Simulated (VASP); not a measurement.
# BaMo6 (Pm-3m) in VASP: single point with PBE

Aim: the single point of BaMo6 with PBE.

All numbers are computed with VASP 6.6.1; they aren't measurements. Logs are shortened: lines on timing, memory, paths and dates and some standing lists are left out, and cuts for length are marked.

### Step 1. The cell of the first run

Symmetry: Pm-3m, No. 221, cubic system. The conventional cell has a = 5.967 Å, b = 5.967 Å, c = 5.967 Å, α = 90.00°, β = 90.00°, γ = 90.00°. Around Ba (site symmetry m-3m) lie 24 Mo at 4.36 Å. Mo (site symmetry 4mm) has 1 Mo at 2.16 Å as nearest neighbours.

The cell was built by a generator and needn't be a form met in nature.

### Step 2. Single point, PBE (species swapped into the LaB6 type (Pm-3m, No. 221))

INCAR

```
SYSTEM = BaMo6
ALGO     = Fast           ! electronic algorithm
EDIFF    = 1E-6           ! SCF threshold, eV
ENCUT    = 520            ! plane-wave cutoff, eV
GGA      = PE             ! functional
ISIF     = 2              ! what is computed and relaxed
ISMEAR   = 0              ! smearing method
LASPH    = .True.         ! aspherical terms in the spheres
LCHARG   = .False.        ! write CHGCAR
LREAL    = .False.        ! projectors in reciprocal space
LWAVE    = .False.        ! write WAVECAR
NBANDS   = 56             ! bands
NELM     = 100            ! most SCF steps
PREC     = Accurate       ! precision mode
SIGMA    = 0.1            ! smearing width, eV
```

KPOINTS

```
k-points
0
Gamma
  6 6 6
  0 0 0
```

POSCAR

```
BaMo6
1.0
    5.9669922791      0.0000000000      0.0000000000
    0.0000000000      5.9669922791      0.0000000000
    0.0000000000      0.0000000000      5.9669922791
Ba Mo
1 6
Direct
    0.0000000000      0.0000000000      0.0000000000
    0.1811740165      0.5000000000      0.5000000000
    0.5000000000      0.1811740165      0.5000000000
    0.8188259835      0.5000000000      0.5000000000
    0.5000000000      0.8188259835      0.5000000000
    0.5000000000      0.5000000000      0.1811740165
    0.5000000000      0.5000000000      0.8188259835
```

Potentials or basis: VASP PAW PBE potentials, release 64 (Ba_sv, Mo_sv).

Run with:

```bash
$ cat potpaw_PBE.64/Ba_sv/POTCAR potpaw_PBE.64/Mo_sv/POTCAR > POTCAR
$ mpirun -np 1 vasp_std > vasp.out
```

OUTCAR:

```text
SYSTEM = BaMo6
   EDIFF = 1E-6
   ENCUT = 520
   GGA = PE
   ISIF = 2
   ISMEAR = 0
   LASPH = .True.
   LREAL = .False.
   NELM = 100
   PREC = Accurate

 ion  position               nearest neighbor table
   1  0.000  0.000  0.000-
   2  0.181  0.500  0.500-   4 2.16   3 2.69   5 2.69   6 2.69   7 2.69
   3  0.500  0.181  0.500-   5 2.16   4 2.69   2 2.69   6 2.69   7 2.69
   4  0.819  0.500  0.500-   2 2.16   3 2.69   5 2.69   6 2.69   7 2.69
   5  0.500  0.819  0.500-   3 2.16   2 2.69   4 2.69   6 2.69   7 2.69
   6  0.500  0.500  0.181-   7 2.16   3 2.69   4 2.69   5 2.69   2 2.69
   7  0.500  0.500  0.819-   6 2.16   3 2.69   4 2.69   5 2.69   2 2.69

  LATTYP: Found a simple cubic cell.
 ALAT       =     5.9669922791

  Lattice vectors:

 A1 = (   5.9669922791,   0.0000000000,   0.0000000000)
 A2 = (   0.0000000000,   5.9669922791,   0.0000000000)
 A3 = (   0.0000000000,   0.0000000000,   5.9669922791)

Analysis of symmetry for initial positions (statically):
=====================================================================
 Subroutine PRICEL returns:
 Original cell was already a primitive cell.

 Routine SETGRP: Setting up the symmetry group for a
 simple cubic supercell.

 Subroutine GETGRP returns: Found 48 space group operations
 (whereof 48 operations were pure point group operations)
 out of a pool of 48 trial point group operations.

The static configuration has the point symmetry O_h .

Analysis of symmetry for dynamics (positions and initial velocities):
=====================================================================
 Subroutine PRICEL returns:
 Original cell was already a primitive cell.

 Routine SETGRP: Setting up the symmetry group for a
 simple cubic supercell.

 Subroutine GETGRP returns: Found 48 space group operations
 (whereof 48 operations were pure point group operations)
 out of a pool of 48 trial point group operations.

The dynamic configuration has the point symmetry O_h .

 Subroutine INISYM returns: Found 48 space group operations
 (whereof 48 operations are pure point group operations),
 and found     1 'primitive' translations

----------------------------------------------------------------------------------------

                                     Primitive cell

  volume of cell :     212.4547

  direct lattice vectors                    reciprocal lattice vectors
     5.966992279  0.000000000  0.000000000     0.167588620  0.000000000  0.000000000
     0.000000000  5.966992279  0.000000000     0.000000000  0.167588620  0.000000000
     0.000000000  0.000000000  5.966992279     0.000000000  0.000000000  0.167588620

  length of vectors
     5.966992279  5.966992279  5.966992279     0.167588620  0.167588620  0.167588620

  position of ions in fractional coordinates (direct lattice)
     0.000000000  0.000000000  0.000000000
     0.181174017  0.500000000  0.500000000
     0.500000000  0.181174017  0.500000000
     0.818825983  0.500000000  0.500000000
     0.500000000  0.818825983  0.500000000
     0.500000000  0.500000000  0.181174017
     0.500000000  0.500000000  0.818825983

  ion indices of the primitive-cell ions
   primitive index   ion index
                 1           1
                 2           2
                 3           3
                 4           4
                 5           5
                 6           6
                 7           7

----------------------------------------------------------------------------------------

 KPOINTS: k-points

Automatic generation of k-mesh.
 Grid dimensions read from file:
 generate k-points for:    6    6    6

 Generating k-lattice:

  Cartesian coordinates                     Fractional coordinates (reciprocal lattice)
     0.027931437  0.000000000  0.000000000     0.166666667  0.000000000  0.000000000
     0.000000000  0.027931437  0.000000000     0.000000000  0.166666667  0.000000000
     0.000000000  0.000000000  0.027931437     0.000000000  0.000000000  0.166666667

  Length of vectors
     0.027931437  0.027931437  0.027931437

  Shift w.r.t. Gamma in fractional coordinates (k-lattice)
     0.000000000  0.000000000  0.000000000

 Subroutine IBZKPT returns following result:
 ===========================================

 Found     20 irreducible k-points:

 Following reciprocal coordinates:
            Coordinates               Weight
  0.000000  0.000000  0.000000      1.000000
  0.166667  0.000000  0.000000      6.000000
  0.333333  0.000000  0.000000      6.000000
  0.500000  0.000000  0.000000      3.000000
  0.166667  0.166667  0.000000     12.000000
  0.333333  0.166667  0.000000     24.000000
[... 12 lines left out ...]
  0.500000  0.500000  0.333333      6.000000
  0.500000  0.500000  0.500000      1.000000
   k-points           NKPTS =     20   k-points in BZ     NKDIM =     20   number of bands    NBANDS=     56
   number of dos      NEDOS =    301   number of ions     NIONS =      7
   total plane-waves  NPLWV = 110592
   dimension x,y,z NGX =    48 NGY =   48 NGZ =   48
   dimension x,y,z NGXF=    96 NGYF=   96 NGZF=   96
   ions per type =               1   6
   NGX,Y,Z   is equivalent  to a cutoff of  13.37, 13.37, 13.37 a.u.
   NGXF,Y,Z  is equivalent  to a cutoff of  26.75, 26.75, 26.75 a.u.
 SYSTEM =  BaMo6
   PREC   = accura    normal or accurate (medium, high low for compatibility)
   ISTART =      0    job   : 0-new  1-cont  2-samecut
   ICHARG =      2    charge: 1-file 2-atom 10-const
   ISPIN  =      1    spin polarized calculation?
   LNONCOLLINEAR =      F non collinear calculations
   LSORBIT =      F    spin-orbit coupling
   LASPH  =      T    aspherical Exc in radial PAW
   ENCUT  =  520.0 eV  38.22 Ry    6.18 a.u.  11.09 11.09 11.09*2*pi/ulx,y,z
   NELM   =    100;   NELMIN=  2; NELMDL= -5     # of ELM steps
   EDIFF  = 0.1E-05   stopping-criterion for ELM
   LREAL  =      F    real-space projection
   EDIFFG = 0.1E-04   stopping-criterion for IOM
   NSW    =      0    number of steps for IOM
   IBRION =     -1    ionic relax: 0-MD 1-quasi-New 2-CG
   NFREE  =      0    steps in history (QN), initial steepest desc. (CG)
   ISIF   =      2    stress and relaxation
   ISYM   =      2    0-nonsym 1-usesym 2-fastsym
   POTIM  = 0.5000    time-step for ionic-motion
   TEBEG  =    0.0;   TEEND  =   0.0 temperature during run
   PSTRESS=    0.0 pullay stress
   NELECT =      94.0000    total number of electrons
   NUPDOWN=      -1.0000    fix difference up-down
   EMIN   =  10.00;   EMAX   =-10.00  energy-range for DOS
   EFERMI =   0.00;   METHOD = LEGACY
   ISMEAR =     0;   SIGMA  =   0.10  broadening in eV -4-tet -1-fermi 0-gaus
   EFERMI_NEDOS =   21; number of points for ismear=-14 and -15
   IALGO  =     68    algorithm
   IMIX   =      4    mixing-type and parameters
     AMIX     =   0.40;   BMIX     =  1.00
     AMIX_MAG =   1.60;   BMIX_MAG =  1.00
  volume/ion in A,a.u.               =      30.35       204.82
  Fermi-wavevector in a.u.,A,eV,Ry     =   1.247466  2.357368 21.172990  1.556171
  Thomas-Fermi vector in A             =   2.381597
   LORBIT       =      0    0 simple, 1 ext, 2 COOP (PROOUT), +10 PAW based schemes
   GGA     = PE    functional components
   LHFCALC =     F    Hartree Fock is set to
   AEXX    =    0.0000 exact exchange contribution
   IVDW    =     0    specifies the selected vdW correction
   LEPSILON=     F    determine dielectric tensor
   LRPA    =     F    only Hartree local field effects (RPA)
 non-spin polarized calculation
 RMM-DIIS sequential band-by-band and
 Gauss-broadening in eV      SIGMA  =   0.10
  energy-cutoff  :      520.00
  volume of cell :      212.45
 maximum number of plane-waves:      5832
 NGX is ok and might be reduce to    48
   NGX = 23   NGY = 23   NGZ = 23

 number of electron      94.0000008 magnetization

 Free energy of the ion-electron system (eV)
  ---------------------------------------------------
  ext. energy  EPLUGINS =         0.00000000
  ---------------------------------------------------
  free energy    TOTEN  =       -55.49768756 eV

  energy without entropy =      -55.40710329  energy(sigma->0) =      -55.45239542

 E-fermi :   4.3029     XC(G=0):  -9.4340

 val. band max:        4.3014174862   @ k =   0.5000   0.0000   0.0000
 cond. band min:       4.3055002884   @ k =   0.5000   0.3333   0.3333
 fundamental gap:      0.0040828022
 Fermi energy:         4.3029362015

 k-point     1 :       0.0000    0.0000    0.0000
  band No.  band energies     occupation
      1     -56.2686      2.00000
      2     -56.0838      2.00000
      3     -56.0838      2.00000
      4     -55.5444      2.00000
      5     -55.5444      2.00000
      6     -55.5444      2.00000
[... 48 lines left out ...]
     55       6.5463      0.00000
     56       6.6384      0.00000

 k-point     2 :       0.1667    0.0000    0.0000
  band No.  band energies     occupation
      1     -56.2597      2.00000
      2     -56.0958      2.00000
      3     -56.0838      2.00000
      4     -55.5444      2.00000
      5     -55.5444      2.00000
      6     -55.5413      2.00000
[... 48 lines left out ...]
     55       6.8067      0.00000
     56       6.8589      0.00000

 k-point     3 :       0.3333    0.0000    0.0000
  band No.  band energies     occupation
      1     -56.2368      2.00000
      2     -56.1247      2.00000
      3     -56.0838      2.00000
      4     -55.5444      2.00000
      5     -55.5444      2.00000
      6     -55.5353      2.00000
[... 936 lines left out ...]
 k-point    19 :       0.5000    0.5000    0.3333
  band No.  band energies     occupation
      1     -56.1491      2.00000
      2     -56.1450      2.00000
      3     -56.1450      2.00000
      4     -55.6667      2.00000
      5     -55.4873      2.00000
      6     -55.4763      2.00000
[... 48 lines left out ...]
     55       6.7619      0.00000
     56       6.7649      0.00000

 k-point    20 :       0.5000    0.5000    0.5000
  band No.  band energies     occupation
      1     -56.1450      2.00000
      2     -56.1450      2.00000
      3     -56.1450      2.00000
      4     -55.6819      2.00000
      5     -55.4763      2.00000
      6     -55.4763      2.00000
[... 48 lines left out ...]
     55       6.6145      0.00000
     56       6.6224      0.00000

------------------------ aborting loop because EDIFF is reached ----------------------------------------

  FORCE on cell =-STRESS in cart. coord.  units (eV):
  Direction    XX          YY          ZZ          XY          YZ          ZX
  --------------------------------------------------------------------------------------
  -------------------------------------------------------------------------------------
  Total        0.7073119      0.7073119      0.7073119     -0.0000000      0.0000000     -0.0000000
  in kB        5.3340258      5.3340258      5.3340258     -0.0000000      0.0000000     -0.0000000
  external PRESSURE =       5.3340258 kB  Pullay stress =       0.0000000 kB

 VOLUME and BASIS-vectors are now :
 -----------------------------------------------------------------------------
  energy-cutoff  :      520.00
  volume of cell :      212.45
      direct lattice vectors                 reciprocal lattice vectors
     5.966992279  0.000000000  0.000000000     0.167588620  0.000000000  0.000000000
     0.000000000  5.966992279  0.000000000     0.000000000  0.167588620  0.000000000
     0.000000000  0.000000000  5.966992279     0.000000000  0.000000000  0.167588620

 POSITION                                       TOTAL-FORCE (eV/Angst)
 -----------------------------------------------------------------------------------
      0.00000      0.00000      0.00000         0.000000     -0.000000      0.000000
      1.08106      2.98350      2.98350         0.306341      0.000000      0.000000
      2.98350      1.08106      2.98350         0.000000      0.306341      0.000000
      4.88593      2.98350      2.98350        -0.306341     -0.000000     -0.000000
      2.98350      4.88593      2.98350        -0.000000     -0.306341     -0.000000
      2.98350      2.98350      1.08106         0.000000     -0.000000      0.306341
      2.98350      2.98350      4.88593        -0.000000      0.000000     -0.306341
 -----------------------------------------------------------------------------------
    total drift:                                0.000000     -0.000000     -0.000000

  FREE ENERGIE OF THE ION-ELECTRON SYSTEM (eV)
  ---------------------------------------------------
  free  energy   TOTEN  =       -55.4976875561 eV

  energy  without entropy=      -55.4071032929  energy(sigma->0) =      -55.45239542
```

Run time: 5.8 min. Hardware: 1 thread of Intel Xeon Platinum 8375C at 2.90GHz (Ice Lake), shared host; peak memory 0.44 GiB.

What came out:

```yaml
Free_energy: -55.4977 eV
Pressure: 0.5 GPa
Largest_force: 0.306 eV/Å
Band_gap_on_the_k_mesh: none (metal or under the smearing width)
```

Forces in eV/Å, atoms in the order of the input:
```
Ba   0.000  0.000  0.000
Mo   0.306  0.000  0.000
Mo   0.000  0.306  0.000
Mo  -0.306  0.000  0.000
Mo   0.000 -0.306  0.000
Mo   0.000  0.000  0.306
Mo   0.000  0.000 -0.306
```

Levels at points of the mesh, in eV from the Fermi level:
```csv
k point,band 44,band 45,band 46,band 47,band 48,band 49,band 50,band 51
"(0.00, 0.00, 0.00)",-0.14,0.47,0.47,0.47,0.88,0.88,0.88,1.03
"(0.50, 0.00, 0.00)",-0.49,-0.49,-0.10,0.00,0.00,0.53,0.53,1.61
"(0.50, 0.50, 0.00)",-0.46,-0.44,-0.44,-0.35,0.18,0.18,0.47,1.04
"(0.50, 0.50, 0.50)",-0.37,-0.37,-0.33,-0.33,-0.33,0.13,0.13,0.13
```

The run has no spin-orbit coupling, so splittings on Ba are missing.
